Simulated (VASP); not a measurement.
The system is SnTe.

```xyz
2
Lattice="0.0000 3.1509 3.1509 3.1509 0.0000 3.1509 3.1509 3.1509 0.0000" Properties=species:S:1:pos:R:3 pbc="T T T"
Sn    0.0000    0.0000    0.0000
Te    3.1509    3.1509    3.1509
```

Base run:

| Property | Result |
| --- | --- |
| Program | VASP 6.6.1 |
| Functional | PBE |
| Potentials or basis | VASP PAW PBE potentials, release 64 (Sn_d, Te) |
| Cutoff | 520 eV |
| k mesh | 6 × 6 × 6 |
| Occupations | gaussian, width 0.02 eV |
| Spin | no spin polarisation |

Its results: band gap on the k mesh 0.10 eV, direct; pressure 2.2 GPa.

**Question.** The run is repeated on the same cell with these changes: k mesh from 6 × 6 × 6 to 4 × 4 × 4. What comes out?

**Answer.** Band gap on the k mesh 0.09 eV, direct; pressure 1.5 GPa.

Caveats: some runs use coarse meshes; spin-orbit coupling is left out, which moves the levels of the heavy elements.

A k mesh can miss the band edges.
